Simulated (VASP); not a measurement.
Output of a VASP run:

OSZICAR:
```
       N       E                     dE             d eps       ncg     rms          rms(c)
DAV:   1    -0.534533624515E+03   -0.53453E+03   -0.15858E-05   776   0.108E-02    0.403E-03
RMM:   2    -0.534533623937E+03    0.57802E-06   -0.34067E-06   467   0.436E-03    0.192E-03
RMM:   3    -0.534533624017E+03   -0.80125E-07   -0.88613E-07   449   0.222E-03    0.964E-04
RMM:   4    -0.534533624026E+03   -0.87366E-08   -0.21649E-07   433   0.104E-03
   1 F= -.53453362E+03 E0= -.53453362E+03  d E =-.282283E-13  mag=     2.0000
```

File OUTCAR:
```
------------------------ aborting loop because EDIFF is reached ----------------------------------------
  FORCE on cell =-STRESS in cart. coord.  units (eV):
  Direction    XX          YY          ZZ          XY          YZ          ZX
  --------------------------------------------------------------------------------------
  Total       27.2442748     27.2634223     39.6290418     -8.5784685     -6.6606665      6.6573277
  in kB      119.5901980    119.6742468    173.9537936    -37.6556450    -29.2373511     29.2226949
  external PRESSURE =     137.7394128 kB  Pullay stress =       0.0000000 kB
  volume of cell :      365.00
      direct lattice vectors                 reciprocal lattice vectors
     7.146555159  0.000000000  0.000000000     0.139927556  0.000000000  0.000000000
     0.000000000  7.146555159  0.000000000     0.000000000  0.139927556  0.000000000
     0.000000000  0.000000000  7.146555159     0.000000000  0.000000000  0.139927556
 POSITION                                       TOTAL-FORCE (eV/Angst)
 -----------------------------------------------------------------------------------
      3.57232      7.14461      7.12259        -0.005457      0.005694      0.013238
      4.44947      0.90108      0.89775        -0.017082     -0.002740      0.007124
      5.36133      1.78665      0.01407         0.003917      0.009177     -0.001767
      6.24734      2.69886      0.89774         0.000730      0.005127      0.004676
      5.34723      0.00197      1.79394        -0.007586      0.010763      0.009521
      6.24074      0.90783      2.69479        -0.007948     -0.001489     -0.002821
      7.14415      0.00403      7.14415        -0.003869      0.011390     -0.000987
      0.88911      0.90725      0.89302        -0.013861     -0.000599      0.001359
      1.78366      1.79568      7.13744         0.002111      0.000825     -0.010504
      2.68838      2.67996      0.90030        -0.000111      0.003260     -0.002458
      3.57707      3.57158      0.01052        -0.010279     -0.005096      0.000942
      4.46842      4.46006      0.90006         0.003076      0.009785     -0.002819
      5.35288      5.36457      7.13730        -0.007939      0.001590     -0.003881
      6.24122      6.25940      0.89309        -0.000347      0.001683     -0.001747
      1.77848      0.00967      1.78177         0.001655      0.000601      0.002552
      2.70280      0.92109      2.66682        -0.012320     -0.010135     -0.011236
      3.51144      1.72874      1.70825         0.002455     -0.008531     -0.005510
      5.41982      3.63694      1.70793         0.000723      0.002918     -0.000026
      6.22725      4.44556      2.66670         0.007508      0.008671     -0.005859
      3.57894      0.00177      3.56335         0.001687      0.004350      0.003831
      4.48561      0.89870      4.45445         0.001206     -0.009112      0.003855
      5.44356      1.70460      3.64137        -0.010005      0.012214      0.009837
      6.24933      2.66265      4.45462         0.011247      0.001328     -0.006309
      5.35762      7.13220      5.36017        -0.006438      0.009708      0.004531
      6.25410      0.89387      6.25355         0.002622      0.001302     -0.009175
      0.00372      3.57566      7.12274         0.006212      0.010041      0.002156
      0.87301      4.46650      0.86728         0.007350     -0.003431      0.005273
      1.78128      5.36698      7.13575         0.005327     -0.007496     -0.008746
      2.68155      6.27552      0.86725         0.010521     -0.009342      0.003065
      0.00008      1.80113      1.79405        -0.012904      0.013539      0.005251
      0.90707      2.69753      2.67573         0.011934     -0.003241     -0.003395
      1.78304      3.60807      1.76771        -0.013330     -0.000529     -0.004646
      2.52357      4.62516      2.50170         0.026334     -0.010070      0.006650
      3.54064      5.36613      1.76720        -0.009144     -0.010189      0.009963
      4.45112      6.24150      2.67571        -0.002178     -0.011402     -0.005224
      0.00142      0.00024      3.55841         0.004686      0.003983      0.002140
      0.90896      0.90581      4.45638        -0.002197     -0.013693     -0.003878
      1.82969      1.82247      3.56194        -0.008310     -0.003835      0.001307
      2.72481      2.67700      4.54036         0.015223     -0.000313      0.000025
      4.47148      4.42376      4.54071        -0.010179     -0.012562     -0.013261
      5.32608      5.31883      3.56215        -0.000047      0.002505     -0.005923
      6.24294      6.23928      4.45661        -0.002081     -0.000880     -0.005315
      1.79535      7.14553      5.34401         0.004627      0.008000      0.001202
      2.68407      0.88766      6.25115         0.002144     -0.001877      0.009602
      3.58528      1.77074      5.38527        -0.008209      0.002789     -0.010991
      4.47609      2.67210      6.27470         0.011745     -0.005022      0.001211
      5.37763      3.56315      5.38502        -0.005538     -0.002550      0.005793
      6.26075      4.46380      6.25134         0.002671      0.010912      0.000971
      7.13884      5.36966      1.78187        -0.003702      0.002758     -0.001741
      0.87637      6.27185      2.67472         0.004301      0.002963     -0.000522
      7.14629      3.56931      3.56329         0.007300      0.001343      0.003428
      0.90241      4.46277      4.44612         0.001070      0.001690      0.000479
      1.78340      5.36537      3.52261        -0.012988     -0.002081      0.005860
      2.68538      6.24617      4.44637         0.001909     -0.004796     -0.006990
      0.01575      1.79058      5.36004        -0.003072      0.005511      0.008315
      0.89893      2.68671      6.24460         0.005462     -0.002292      0.007458
...
```
(Selected blocks of OUTCAR.)

POSCAR:
```
C62O
1
    7.1465551589     0.0000000000     0.0000000000
    0.0000000000     7.1465551589     0.0000000000
    0.0000000000     0.0000000000     7.1465551589
C O
62 1
Direct
  0.4998661508   0.9997278370   0.9966463147
  0.6226037563   0.1260853429   0.1256198418
  0.7501980087   0.2500011252   0.0019689295
  0.8741752151   0.3776454246   0.1256180958
  0.7482247576   0.0002756340   0.2510211683
  0.8732515890   0.1270309758   0.3770749614
  0.9996630801   0.0005640084   0.9996636950
  0.1244107800   0.1269496838   0.1249581586
  0.2495827064   0.2512645073   0.9987245506
  0.3761785430   0.3750002901   0.1259773472
  0.5005313456   0.4997622341   0.0014715779
  0.6252551573   0.6240851182   0.1259425374
  0.7490160572   0.7506509193   0.9987045472
  0.8733182441   0.8758628887   0.1249682682
  0.2488582328   0.0013530593   0.2493191195
  0.3781964690   0.1288852709   0.3731612066
  0.4913469658   0.2418986024   0.2390306595
  0.7583816769   0.5089086669   0.2389867889
  0.8713640272   0.6220566229   0.3731443758
  0.5007926081   0.0002473196   0.4986103171
  0.6276600787   0.1257533209   0.6232996106
  0.7617040285   0.2385208922   0.5095279580
  0.8744539203   0.3725782867   0.6233241863
  0.7496781114   0.9979906877   0.7500361754
  0.8751208971   0.1250764047   0.8750441741
  0.0005199862   0.5003332814   0.9966674826
  0.1221579891   0.6249869813   0.1213565148
  0.2492506767   0.7509890142   0.9984881805
  0.3752231230   0.8781184863   0.1213521620
  0.0000114145   0.2520275585   0.2510377281
  0.1269234437   0.3774584733   0.3744078437
  0.2494966269   0.5048686452   0.2473510162
  0.3531163759   0.6471877314   0.3500572835
  0.4954338020   0.7508696643   0.2472794287
  0.6228341840   0.8733574227   0.3744060590
  0.0001992258   0.0000340004   0.4979190227
  0.1271889477   0.1267475934   0.6235710077
  0.2560240047   0.2550135181   0.4984138795
  0.3812764520   0.3745857839   0.6353212626
  0.6256834653   0.6190063839   0.6353709860
  0.7452655290   0.7442512897   0.4984434929
  0.8735592038   0.8730471364   0.6236021808
  0.2512194908   0.9998559754   0.7477737988
  0.3755760108   0.1242076236   0.8747087032
  0.5016788521   0.2477750455   0.7535482846
  0.6263278950   0.3739007796   0.8780030987
  0.7524787344   0.4985832579   0.7535129742
  0.8760518053   0.6246092435   0.8747347975
  0.9989199328   0.7513640982   0.2493323337
  0.1226281504   0.8776051751   0.3742666100
  0.9999630730   0.4994452036   0.4986026180
  0.1262721998   0.6244638043   0.6221348363
  0.2495471817   0.7507625700   0.4929095272
  0.3757588838   0.8740118557   0.6221690236
  0.0022040954   0.2505516899   0.7500177044
  0.1257853393   0.3759444493   0.8737911298
  0.2511461591   0.5010943622   0.7502424959
  0.3747354699   0.6254739829   0.8750626009
  0.4990820925   0.7491404600   0.7502758026
  0.6242511293   0.8744737474   0.8738442425
  0.0004130034   0.7489980466   0.7477894838
  0.1247402034   0.8754991511   0.8729431820
  0.5175624400   0.4827013902   0.5398806551
```

Q: Reconstruct the remaining input files.

A: One answer among several that fit: the input of the run itself, PBE GGA, plane waves, VASP's PBE PAW potentials (set 64).

### INCAR
```
NELMIN = 4
PREC = Normal
NUPDOWN = 2
ENCUT = 400
LORBIT = 11   ! lm-projected
LWAVE = .FALSE.
LREAL = Auto
EDIFF = 1E-6
ALGO = Fast   ! Davidson, then RMM-DIIS
SIGMA = 0.05
GGA = PE
ISPIN = 2   ! spin-polarised
ISMEAR = 0
NELECT = 256.0
MAGMOM = 63*0.0317
LCHARG = .FALSE.
LHYPERFINE = .TRUE.
LASPH = .TRUE.   ! aspherical one-centre terms
SYSTEM = C62O
ISYM = 0
NELM = 100
```

### KPOINTS
```
K-points
0
gamma
 1 1 1
```

POTCAR, in this order: C O (PBE.64 set). Program: vasp_gam. Read from the step before: WAVECAR.

At this cut-off the stress carries a Pulay error, which pulls relaxed volumes low. The cell is charged, with a uniform compensating background.  The supercell is sampled at Γ alone, which is coarse: total energies, pressure and levels can be off, energies of defects by several tenths of an eV.

The cell is a supercell with a defect, built from C (diamond): O_C-vac_C, charge -2.
